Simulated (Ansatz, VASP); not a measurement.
# SrCl2: VASP beside Ansatz, part 3 of 3

Aim: how closely do two programs agree when they are given the same cell, functional and k mesh? The cell is taken from a series of runs on this material, whose earlier steps may have relaxed, scaled, displaced or heated it; both programs get it as it stands.

VASP 6.6.1 and Ansatz 0.2.0.

So far: The starting structure; Ansatz: zone-centre phonons, PBE; VASP: zone-centre phonons, PBE.

### Step 3. VASP: zone-centre phonons, PBE (continued)

Level of this step: PBE; plane waves and PAW (Sr_sv, Cl) (VASP).

Numbers of over 12 decimals in the logs are rounded to 6 here.

From OUTCAR (step 3):

```text
ion  position               nearest neighbor table
   1  0.000  0.000  0.000-   2 3.05   3 3.05   3 3.05   3 3.05   3 3.05   2 3.05   2 3.05   2 3.05

  LATTYP: Found a face centered cubic cell.
 ALAT       =     7.0409596238

 Subroutine GETGRP returns: Found 48 space group operations
 (whereof 48 operations were pure point group operations)

The static configuration has the point symmetry O_h .

 Found     16 irreducible k-points:

   k-points           NKPTS =     16   k-points in BZ     NKDIM =     16   number of bands    NBANDS=     18

   dimension x,y,z NGX =    36 NGY =   36 NGZ =   36
   dimension x,y,z NGXF=    72 NGYF=   72 NGZF=   72

   ENCUT  =  500.0 eV  36.75 Ry    6.06 a.u.   9.08  9.08  9.08*2*pi/ulx,y,z

   NELECT =      24.0000    total number of electrons

 k-points in reciprocal lattice and weights: Automatic mesh
   0.00000000  0.00000000  0.00000000       0.005
   0.16666667  0.00000000  0.00000000       0.037
   0.33333333  0.00000000  0.00000000       0.037
   0.50000000  0.00000000  0.00000000       0.019
   0.16666667  0.16666667  0.00000000       0.028
   0.33333333  0.16666667  0.00000000       0.111
   0.50000000  0.16666667  0.00000000       0.111
  -0.33333333  0.16666667  0.00000000       0.111
  -0.16666667  0.16666667  0.00000000       0.056
[...]
-0.33333333  0.33333333  0.16666667       0.111
  -0.33333333  0.50000000  0.16666667       0.056

 average (electrostatic) potential at core
       1 -39.0317       2 -93.2651       3 -93.2651

  Total        0.0338261      0.0338261      0.0338261     -0.0000000      0.0000000     -0.0000000
  in kB        0.6210503      0.6210503      0.6210503     -0.0000000      0.0000000     -0.0000000
  external PRESSURE =       0.6210503 kB  Pullay stress =       0.0000000 kB

  energy-cutoff  :      500.00
  volume of cell :       87.26
      direct lattice vectors                 reciprocal lattice vectors
     0.000000000  3.520479812  3.520479812    -0.142026095  0.142026095  0.142026095
     3.520479812  0.000000000  3.520479812     0.142026095 -0.142026095  0.142026095
     3.520479812  3.520479812  0.000000000     0.142026095  0.142026095 -0.142026095

 POSITION                                       TOTAL-FORCE (eV/Angst)
 -----------------------------------------------------------------------------------
      0.00000      0.00000      0.00000        -0.000000      0.000000     -0.000000
      1.76024      1.76024      1.76024         0.000000     -0.000000     -0.000000
      5.28072      5.28072      5.28072         0.000000      0.000000      0.000000
 -----------------------------------------------------------------------------------
    total drift:                                0.000000      0.000000      0.000000

 MACROSCOPIC STATIC DIELECTRIC TENSOR (including local field effects in DFT)
 ------------------------------------------------------
           2.884568     0.000000     0.000000
           0.000000     2.884568    -0.000000
           0.000000     0.000000     2.884568
 ------------------------------------------------------

 PIEZOELECTRIC TENSOR (including local field effects)  for field in x, y, z        (C/m^2)
          XX          YY          ZZ          XY          YZ          ZX
  --------------------------------------------------------------------------------
  x     0.00000     0.00000     0.00000     0.00000     0.00000     0.00000
  y     0.00000     0.00000     0.00000     0.00000     0.00000     0.00000
  z     0.00000     0.00000     0.00000     0.00000     0.00000     0.00000

 BORN EFFECTIVE CHARGES (including local field effects) (in |e|, cummulative output)
 ---------------------------------------------------------------------------------
 ion    1
    1     2.49859     0.00000     0.00000
    2     0.00000     2.49859     0.00000
    3     0.00000     0.00000     2.49859
 ion    2
    1    -1.24929     0.00000     0.00000
    2     0.00000    -1.24929     0.00000
    3     0.00000     0.00000    -1.24929
 ion    3
    1    -1.24929     0.00000     0.00000
    2     0.00000    -1.24929     0.00000
    3     0.00000     0.00000    -1.24929

 Eigenvectors and eigenvalues of the dynamical matrix
 ----------------------------------------------------

   1 f  =    5.161468 THz    32.430459 2PiTHz  172.168035 cm-1    21.346106 meV
             X         Y         Z           dx          dy          dz
      0.000000  0.000000  0.000000     0.000000    0.000000   -0.000000
      1.760240  1.760240  1.760240    -0.669889   -0.226381    0.000000
      5.280720  5.280720  5.280720     0.669889    0.226381    0.000000

   2 f  =    5.161468 THz    32.430459 2PiTHz  172.168035 cm-1    21.346106 meV
             X         Y         Z           dx          dy          dz
      0.000000  0.000000  0.000000     0.000000   -0.000000    0.000000
      1.760240  1.760240  1.760240     0.000000   -0.000000   -0.707107
      5.280720  5.280720  5.280720    -0.000000    0.000000    0.707107

   3 f  =    5.161468 THz    32.430459 2PiTHz  172.168035 cm-1    21.346106 meV
             X         Y         Z           dx          dy          dz
      0.000000  0.000000  0.000000     0.000000   -0.000000    0.000000
      1.760240  1.760240  1.760240     0.226381   -0.669889   -0.000000
      5.280720  5.280720  5.280720    -0.226381    0.669889   -0.000000

   4 f  =    3.826252 THz    24.041051 2PiTHz  127.630031 cm-1    15.824100 meV
             X         Y         Z           dx          dy          dz
      0.000000  0.000000  0.000000     0.655232    0.065205    0.114325
      1.760240  1.760240  1.760240    -0.515698   -0.051319   -0.089979
      5.280720  5.280720  5.280720    -0.515698   -0.051319   -0.089979

   5 f  =    3.826252 THz    24.041051 2PiTHz  127.630031 cm-1    15.824100 meV
             X         Y         Z           dx          dy          dz
      0.000000  0.000000  0.000000     0.110943    0.038681   -0.657911
      1.760240  1.760240  1.760240    -0.087318   -0.030443    0.517806
      5.280720  5.280720  5.280720    -0.087318   -0.030443    0.517806

   6 f  =    3.826252 THz    24.041051 2PiTHz  127.630031 cm-1    15.824100 meV
             X         Y         Z           dx          dy          dz
      0.000000  0.000000  0.000000     0.070806   -0.664005   -0.027099
      1.760240  1.760240  1.760240    -0.055728    0.522603    0.021328
      5.280720  5.280720  5.280720    -0.055728    0.522603    0.021328

   7 f/i=    0.002433 THz     0.015286 2PiTHz    0.081150 cm-1     0.010061 meV
             X         Y         Z           dx          dy          dz
      0.000000  0.000000  0.000000     0.120791    0.063812   -0.731223
      1.760240  1.760240  1.760240     0.076737    0.040539   -0.464536
      5.280720  5.280720  5.280720     0.076737    0.040539   -0.464536

   8 f/i=    0.002433 THz     0.015286 2PiTHz    0.081150 cm-1     0.010061 meV
             X         Y         Z           dx          dy          dz
      0.000000  0.000000  0.000000    -0.085955    0.737189    0.050134
      1.760240  1.760240  1.760240    -0.054606    0.468326    0.031849
      5.280720  5.280720  5.280720    -0.054606    0.468326    0.031849

   9 f/i=    0.002433 THz     0.015286 2PiTHz    0.081150 cm-1     0.010061 meV
             X         Y         Z           dx          dy          dz
      0.000000  0.000000  0.000000    -0.728952   -0.076353   -0.127079
      1.760240  1.760240  1.760240    -0.463093   -0.048506   -0.080732
      5.280720  5.280720  5.280720    -0.463093   -0.048506   -0.080732

 MACROSCOPIC STATIC DIELECTRIC TENSOR IONIC CONTRIBUTION
 ------------------------------------------------------
           5.517354    -0.000000     0.000000
          -0.000000     5.517354    -0.000000
           0.000000    -0.000000     5.517354
 ------------------------------------------------------

 ELASTIC MODULI CONTR FROM IONIC RELAXATION (kBar)
 Direction    XX          YY          ZZ          XY          YZ          ZX
 --------------------------------------------------------------------------------
 XX           0.0000      0.0000      0.0000      0.0000      0.0000      0.0000
 YY           0.0000      0.0000      0.0000      0.0000      0.0000      0.0000
 ZZ           0.0000      0.0000      0.0000      0.0000      0.0000      0.0000
 XY           0.0000      0.0000      0.0000    -39.8728      0.0000      0.0000
 YZ           0.0000      0.0000      0.0000      0.0000    -39.8728      0.0000
 ZX           0.0000      0.0000      0.0000      0.0000      0.0000    -39.8728
 --------------------------------------------------------------------------------

 PIEZOELECTRIC TENSOR IONIC CONTR  for field in x, y, z        (C/m^2)
          XX          YY          ZZ          XY          YZ          ZX
  --------------------------------------------------------------------------------
  x     0.00000     0.00000     0.00000     0.00000     0.00000    -0.00000
  y     0.00000     0.00000     0.00000    -0.00000     0.00000     0.00000
  z     0.00000     0.00000     0.00000    -0.00000    -0.00000    -0.00000
```

### Step 4. Side by side

Known differences besides the potentials themselves: fixed occupations in Ansatz, narrow Gaussian smearing in VASP; VASP's run holds the zone centre alone; the cutoff is 420 eV in Ansatz and 500 eV in VASP. Total energies have different zeros and are not compared.

The two programs side by side:

```tsv
quantity	Ansatz	VASP	difference
ε∞ xx	2.88	2.88	-0.23 %
ε∞ yy	2.88	2.88	-0.23 %
ε∞ zz	2.88	2.88	-0.23 %
Born charge of Sr1 (mean of the diagonal) (e)	2.50	2.50	0.00
Born charge of Cl2 (mean of the diagonal) (e)	-1.25	-1.25	0.00
optical mode 1 to 3 (cm⁻¹)	125.8	127.6	-1.46 %
optical mode 4 to 6 (cm⁻¹)	170.9	172.2	-0.71 %
```

Modes are paired by rising frequency, not by their patterns, so a pair may set unlike modes beside each other; they are those without the splitting of longitudinal modes.

### Step 5. Summary of results

| Property | Result |
| --- | --- |
| r.m.s. difference of the optical zone-centre modes, each program's sorted by frequency (zone-centre phonons, PBE) | 1.6 cm⁻¹ |
| difference in optical mode 1 to 3 (zone-centre phonons, PBE) | -1.5 % |

In words: The r.m.s. difference of the optical zone-centre modes, each program's sorted by frequency is 1.6 cm⁻¹ (zone-centre phonons, PBE). Among the rows given in per cent, the largest difference of the zone-centre phonons, PBE pair is in optical mode 1 to 3, -1.5 %. How closely two codes agree says nothing of how well the functional describes the real material.

[Lines on the potential files, build, host, timing and source positions are cut from VASP's logs without a mark.]

[Logs are printed without paths, hosts, clocks, repeated set-up lines and the standing remarks that a program may print on its own settings, such as how far it seeks lower states.]

[Hosts, paths, dates, database ids (printed as entryN), source tags and the programs' standing remarks are cut or masked in the printed files.]
